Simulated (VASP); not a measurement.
Output of a VASP run:

### OSZICAR
```
...
DAV:  16    -0.392930746862E+02    0.14333E-05   -0.67677E-06  1208   0.280E-02    0.169E-03
DAV:  17    -0.392930746992E+02   -0.12988E-07   -0.24739E-07   536   0.414E-03
   1 F= -.23219397E+02 E0= -.23219397E+02  d E =-.232194E+02
       N       E                     dE             d eps       ncg     rms          rms(c)
DAV:   1    -0.422255939829E+02   -0.29325E+01   -0.19691E+02  1208   0.145E+02    0.251E+01
DAV:   2    -0.370663720983E+02    0.51592E+01   -0.16849E+01  1256   0.411E+01    0.924E+00
DAV:   3    -0.360753640487E+02    0.99101E+00   -0.54062E+00  1440   0.207E+01    0.206E+00
DAV:   4    -0.361310168405E+02   -0.55653E-01   -0.76533E-01  1296   0.709E+00    0.799E-01
DAV:   5    -0.361798085870E+02   -0.48792E-01   -0.97180E-02  1360   0.188E+00    0.910E-01
DAV:   6    -0.362111356298E+02   -0.31327E-01   -0.46412E-02  1208   0.139E+00    0.446E-01
DAV:   7    -0.362188830638E+02   -0.77474E-02   -0.28642E-02  1456   0.101E+00    0.111E-01
DAV:   8    -0.362192992974E+02   -0.41623E-03   -0.28690E-03  1256   0.411E-01    0.767E-02
DAV:   9    -0.362193971089E+02   -0.97811E-04   -0.41831E-04  1088   0.163E-01    0.175E-02
DAV:  10    -0.362193959575E+02    0.11514E-05   -0.24093E-05  1072   0.415E-02    0.781E-03
DAV:  11    -0.362193977687E+02   -0.18112E-05   -0.41550E-06  1120   0.133E-02    0.560E-03
DAV:  12    -0.362193980522E+02   -0.28342E-06   -0.15719E-06   744   0.945E-03
   2 F= -.22545057E+02 E0= -.22545057E+02  d E =0.674340E+00
       N       E                     dE             d eps       ncg     rms          rms(c)
DAV:   1    -0.414689619411E+02   -0.52496E+01   -0.95122E+01  1152   0.113E+02    0.172E+01
DAV:   2    -0.391514967769E+02    0.23175E+01   -0.10714E+01  1096   0.342E+01    0.643E+00
DAV:   3    -0.386832437529E+02    0.46825E+00   -0.38806E+00  1112   0.125E+01    0.228E+00
DAV:   4    -0.386449647769E+02    0.38279E-01   -0.72705E-01  1464   0.641E+00    0.122E+00
DAV:   5    -0.386637463218E+02   -0.18782E-01   -0.57167E-02  1320   0.179E+00    0.868E-01
DAV:   6    -0.386901149464E+02   -0.26369E-01   -0.57180E-02  1464   0.132E+00    0.575E-01
DAV:   7    -0.386970172376E+02   -0.69023E-02   -0.13006E-02  1320   0.731E-01    0.180E-01
DAV:   8    -0.386977781211E+02   -0.76088E-03   -0.24406E-03  1336   0.306E-01    0.568E-02
DAV:   9    -0.386978079919E+02   -0.29871E-04   -0.27172E-04  1128   0.118E-01    0.197E-02
DAV:  10    -0.386978211419E+02   -0.13150E-04   -0.25800E-05  1128   0.431E-02    0.722E-03
DAV:  11    -0.386978210109E+02    0.13102E-06   -0.11670E-06   816   0.834E-03
   3 F= -.23352767E+02 E0= -.23352767E+02  d E =-.133370E+00
       N       E                     dE             d eps       ncg     rms          rms(c)
DAV:   1    -0.386720060916E+02    0.25815E-01   -0.22565E-02  1200   0.162E+00    0.256E-01
DAV:   2    -0.386714027279E+02    0.60336E-03   -0.22375E-03  1184   0.473E-01    0.934E-02
DAV:   3    -0.386712933079E+02    0.10942E-03   -0.73333E-04  1232   0.186E-01    0.172E-02
DAV:   4    -0.386713002041E+02   -0.68962E-05   -0.12312E-04  1248   0.601E-02    0.169E-02
DAV:   5    -0.386713039438E+02   -0.37397E-05   -0.85382E-06  1344   0.248E-02    0.120E-02
DAV:   6    -0.386713114956E+02   -0.75518E-05   -0.10944E-05  1312   0.195E-02    0.541E-03
DAV:   7    -0.386713135251E+02   -0.20295E-05   -0.33856E-06  1128   0.103E-02    0.167E-03
DAV:   8    -0.386713138189E+02   -0.29375E-06   -0.29078E-07   496   0.473E-03
   4 F= -.23352996E+02 E0= -.23352996E+02  d E =-.133599E+00
```

OUTCAR:
```
------------------------ aborting loop because EDIFF is reached ----------------------------------------
  FORCE on cell =-STRESS in cart. coord.  units (eV):
  Direction    XX          YY          ZZ          XY          YZ          ZX
  --------------------------------------------------------------------------------------
  Total       15.2882214     15.2882214     15.2882214      0.0000000      0.0000000      0.0000000
  in kB      449.1158618    449.1158618    449.1158618      0.0000000      0.0000000      0.0000000
  external PRESSURE =      -0.8841382 kB  Pullay stress =     450.0000000 kB
  volume of cell :       54.54
      direct lattice vectors                 reciprocal lattice vectors
     3.792303182  0.000000000  0.000000000     0.263691997 -0.000000000 -0.000000000
     0.000000000  3.792303182  0.000000000    -0.000000000  0.263691997  0.000000000
     0.000000000 -0.000000000  3.792303182    -0.000000000 -0.000000000  0.263691997
 POSITION                                       TOTAL-FORCE (eV/Angst)
 -----------------------------------------------------------------------------------
      0.00000      0.00000      0.00000         0.000000      0.000000      0.000000
      1.89615      1.89615      1.89615        -0.000000     -0.000000      0.000000
      1.89615     -0.00000      1.89615         0.000000     -0.000000      0.000000
      0.00000      1.89615      1.89615        -0.000000     -0.000000      0.000000
      1.89615      1.89615      0.00000         0.000000      0.000000      0.000000
 -----------------------------------------------------------------------------------
    total drift:                                0.000000     -0.000000     -0.000000
  FREE ENERGIE OF THE ION-ELECTRON SYSTEM (eV)
  ---------------------------------------------------
  free  energy   TOTEN  =       -38.6713138189 eV

  energy  without entropy=      -38.6713138189  energy(sigma->0) =      -38.67131382
  enthalpy is  TOTEN    =       -23.3529957630 eV   P V=       15.3183180559

 reached required accuracy - stopping structural energy minimisation
```
(Selected blocks of OUTCAR.)

**POSCAR**
```
BaTiO3
1
    3.8536397160     0.0000000000     0.0000000000
    0.0000000000     3.8536397160     0.0000000000
    0.0000000000     0.0000000000     3.8536397160
Ba Ti O
1 1 3
Direct
  0.0000000000   0.0000000000   0.0000000000
  0.5000000000   0.5000000000   0.5000000000
  0.5000000000   0.0000000000   0.5000000000
  0.0000000000   0.5000000000   0.5000000000
  0.5000000000   0.5000000000   0.0000000000
```

**Question.** Write an INCAR and KPOINTS that could have produced this output.

**Answer.** This is not unique; one that fits is the input of the run itself, PBE GGA, plane waves, VASP's PBE PAW potentials (set 64).

### INCAR
```
PREC = Accurate
ISMEAR = 0
PSTRESS = 450
SIGMA = 0.05
SYSTEM = BaTiO3
LREAL = .FALSE.   ! projection in real space or not
ISIF = 3   ! ions, shape and volume
NSW = 40   ! most ionic steps
LWAVE = .FALSE.
LMAXMIX = 4
ALGO = Normal   ! blocked Davidson
GGA = PE
NELM = 100   ! most electronic steps
ENCUT = 620   ! plane-wave cut-off (eV)
EDIFF = 1E-6   ! SCF stop (eV)
LCHARG = .FALSE.
EDIFFG = -0.02   ! ionic stop
LASPH = .TRUE.   ! aspherical one-centre terms
IBRION = 2   ! conjugate gradients
```

**KPOINTS**
```
Automatic mesh
0
Gamma
  6 6 6
```

POTCAR, in this order: Ba_sv Ti_sv O (PBE.64 set). Program: vasp_std.

Energy and stress use the plane-wave basis of the starting cell.

The compound is BaTiO3 in the cubic perovskite structure, the ideal cubic form; the compound distorts at low or room temperature. This run relaxes it under an external pressure of 45 GPa. Symmetry was kept, so distortions that lower it aren't found.
